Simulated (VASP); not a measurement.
```
Rh
1.0
    0.00000     1.91488     1.91488
    1.91488     0.00000     1.91488
    1.91488     1.91488     0.00000
Rh
1
Direct
  0.00000   0.00000   0.00000
```

Method: PBE GGA, VASP's PBE PAW potentials (set 64) (plane waves; VASP 6.6.1). Settings: PREC = Normal, EDIFF = 1E-5, 400 eV cut-off, 18×18×18 Γ-centred mesh, first-order Methfessel-Paxton smearing of 0.10 eV, potentials Rh_pv.

Problem. Give the stress tensor in GPa (positive for a compressed cell).

Solution. 
```
-1.53   0.00   0.00
 0.00  -1.53   0.00
 0.00   0.00  -1.53
```
The pressure is its mean diagonal, -1.53 GPa.

The compound is Rh in the fcc structure. It was relaxed first.
